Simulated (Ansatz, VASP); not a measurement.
# PtS2 (PtS2 monolayer (from P-3m1)): VASP beside Ansatz, part 2 of 2

Aim: how closely do two programs agree when they are given the same cell, functional and k mesh? Of the first pair: The structure shown is the start of the Ansatz relaxation below; VASP solves that cell, so the two are compared at the walk's first step.

VASP 6.6.1 and Ansatz 0.2.0.

So far. Step 4 (Differences): The forces differ by 6.9 meV/Å r.m.s., which is 2.1 % of the r.m.s. force of 0.324 eV/Å (both taken over all components). With vacuum in the cell, a pressure given here is an average over mostly empty space and none of the material.

## 5. Ansatz: relaxation, LDA

Level of this step: Ansatz beside VASP: Kohn-Sham DFT, plane waves, LDA (Ansatz).

This run makes the geometry at which the two programs are then compared.

The structure compared here is the end of the Ansatz relaxation.

The input, input.yaml:

```yaml
crystal:
  lattice:
    - [3.5432, 0.0, 0.0]
    - [-1.7716, 3.068501, 0.0]
    - [0.0, 0.0, 26.287615]
  atoms:
    - { symbol: Pt, position: [0.3333333, 0.6666667, 0.5] }
    - { symbol: S, position: [1.0, 0.0, 0.5435113] }
    - { symbol: S, position: [0.6666667, 0.3333333, 0.4564887] }
  periodic: [true, true, false]
basis:
  ecutwfc: 420
  xc_grid: 2
hamiltonian:
  xc: lda
kpoints:
  mp_grid: { grid: [11, 11, 1] }
scf:
  occupations: { method: fermi_dirac, width: 0.02 }
  max_iter: 60
relax:
  f_tol: 0.005
  max_steps: 60
  cell: {}
output:
  forces: true
checkpoint:
  write: "../cell.run"
  compress: false
  write_wavefunctions: false
  write_every: 100000
```

On the command line:

```
> ansatz run input.yaml --threads 4 --pin off --max-ram 10362MiB --backend cpu --events-out ev --progress --plain --runs-dir out
```

Numbers of over 12 decimals in the logs are rounded to 6 here.

The program printed:

```text
[...]
Crystal: 3 atoms, lattice volume = 308.504 Å³
Basis set: ecut = 420 eV, 5945 PW (Γ), exchange–correlation on 48×48×384 points (8 copies of the dense FFT grid, shifted against one another)
Bands: 19, of which v1, the nominal top of the filled ones, is band 15 counted from 1 (14 counted from 0)
Symmetry: 12 space group operations
[...]
-0.000000      -0.000000      -0.000000
  P = ½ c Tr σ = -0.0116 N/m
--- Relaxed structure (4 steps of the walk, 4 accepted, 1 SCFs on fresh bases) ---
[...]
cell:  # Å, volume = 303.3326 Å³
    - [3.513375, 0.0, 0]
    - [-1.756688, 3.042672, 0]
    - [0, 0, 28.375233210198]
  atoms:
    - { symbol: Pt, position: [0.333333, 0.666667, 0.463214] }
    - { symbol: S, position: [1.0, 0, 0.505934] }
    - { symbol: S, position: [0.666667, 0.333333, 0.420494] }
[key lines of the parts left out:]
SCF converged after 6 iterations
Free energy (F): -13985.168053 eV
Fermi energy:    -5.606775 eV
```

## 6. VASP: single point, LDA, relaxed cell, pair 2

The same cell, functional (in two slightly different forms), mesh and smearing now go to VASP, with its own data sets.

The input, INCAR:

```
SYSTEM = PtS2
PREC = Accurate
ENCUT = 400
EDIFF = 1E-06
NELM = 120
ISMEAR = -1
SIGMA = 0.02
LREAL = .FALSE.
ALGO = Normal
GGA = PW92
NBANDS = 17
LASPH = .TRUE.
LORBIT = 11
LWAVE = .FALSE.
LCHARG = .FALSE.
ISIF = 2
LDIPOL = .TRUE.
IDIPOL = 3
DIPOL = 0.5 0.5 0.463
LVHAR = .TRUE.
GGA_COMPAT = .FALSE.
EFERMI = MIDGAP
NELMDL = -8
```

The input, POSCAR:

```
PtS2
1.0
    3.5133750718      0.0000000000      0.0000000000
   -1.7566875359      3.0426720652      0.0000000000
    0.0000000000      0.0000000000     28.3752332102
Pt S
1 2
Direct
    0.3333333333      0.6666666667      0.4632140784
    1.0000000000      0.0000000000      0.5059341723
    0.6666666666      0.3333333334      0.4204939845
```

The input, KPOINTS:

```
Automatic mesh
0
Gamma
11 11 1
0 0 0
```

The projector-augmented-wave data sets are Pt and S (LDA family, release 64).

On the command line:

```
> mpirun -np 1 vasp_std
```

The program printed:

```text
[banner, memory and clock lines left out]
running    1 mpi-ranks, on    1 nodes
[...]
[... a notice as in an earlier step ...]

 LDA part: xc-table for (Slater(with rela. corr.)+PW92), standard interpolation
 POSCAR, INCAR and KPOINTS ok, starting setup
[...]
entering main loop
       N       E                     dE             d eps       ncg     rms          rms(c)
DAV:   1     0.164307351423E+03    0.16431E+03   -0.63580E+03   544   0.753E+02
DAV:   2    -0.183075196898E+01   -0.16614E+03   -0.15687E+03   886   0.162E+02
DAV:   3    -0.190771980116E+02   -0.17246E+02   -0.17152E+02   694   0.673E+01
DAV:   4    -0.193696162008E+02   -0.29242E+00   -0.29203E+00   757   0.104E+01
[...]
DAV:  19    -0.179880349752E+02    0.23872E-05   -0.14249E-05   658   0.194E-02    0.362E-02
DAV:  20    -0.179880392343E+02   -0.42591E-05   -0.87707E-06   690   0.142E-02    0.449E-03
DAV:  21    -0.179880397256E+02   -0.49136E-06   -0.15052E-07   615   0.237E-03
   1 F= -.17988040E+02 E0= -.17988040E+02  d E =-.849130E-21
```

OUTCAR, selected parts (step 6):

```text
  Total       -0.0814611     -0.0814611     -0.0559625     -0.0000000      0.0000000     -0.0000000
  in kB       -0.4302707     -0.4302707     -0.2955894     -0.0000000      0.0000000     -0.0000000
  external PRESSURE =      -0.3853769 kB  Pullay stress =       0.0000000 kB

 POSITION                                       TOTAL-FORCE (eV/Angst)
 -----------------------------------------------------------------------------------
     -0.00000      2.02845     13.14381        -0.000000     -0.000000     -0.000000
      0.00000      0.00000     14.35600        -0.000000     -0.000000     -0.013711
      1.75669      1.01422     11.93161         0.000000      0.000000      0.013711
 -----------------------------------------------------------------------------------
    total drift:                                0.000000     -0.000000      0.000006

  FREE ENERGIE OF THE ION-ELECTRON SYSTEM (eV)
  ---------------------------------------------------
  free  energy   TOTEN  =       -17.9880397256 eV

  energy  without entropy=      -17.9880397256  energy(sigma->0) =      -17.98803973

[... 1 part as in an earlier step ...]

[... 2 further parts left out ...]
[key lines of the parts left out:]
E-fermi :  -3.3690
```

## 7. Differences

What differs besides the data sets and the points named for the pairs above, as far as they apply: the data sets hold 30 valence electrons in Ansatz (on its default PAW (the set named soft_2) files) and 22 in VASP. Total energies have different zeros and are not compared.

The two programs side by side:

| quantity | Ansatz | VASP | difference |
| --- | --- | --- | --- |
| gap on the k mesh (eV) | 1.842 | 1.848 | -0.006 |

At this near-relaxed geometry the largest component of a force difference is 13 meV/Å. A gap on the mesh is an upper bound, since the band edges may lie between its points; neither run holds spin-orbit coupling, which can move the band edges of a compound of Pt. With vacuum in the cell, a pressure given here is an average over mostly empty space and none of the material.

## 8. Summary of results

* r.m.s. force difference (single point, LDA, start cell, pair 1): 2.1 % of the r.m.s. force
* difference in gap on the k mesh (single point, LDA, relaxed cell, pair 2): -0.0057 eV
* r.m.s. force difference (single point, LDA, relaxed cell, pair 2): 6.3 meV/Å

In words: The r.m.s. force difference is 2.1 % of the r.m.s. force (single point, LDA, start cell, pair 1), within the 3 % picked in this series as the mark of a large difference. The data sets hold unlike numbers of valence electrons (30 in Ansatz and 22 in VASP), so part of the differences comes from the potentials. How closely two codes agree says nothing of how well the functional describes the real material.

[Lines on the potential files, build, host, timing and source positions are cut from VASP's logs without a mark.]

[Logs are printed without paths, hosts, clocks, repeated set-up lines and the standing remarks that a program may print on its own settings, such as how far it seeks lower states.]

[Hosts, paths, dates, database ids (printed as entryN), source tags and the programs' standing remarks are cut or masked in the printed files.]
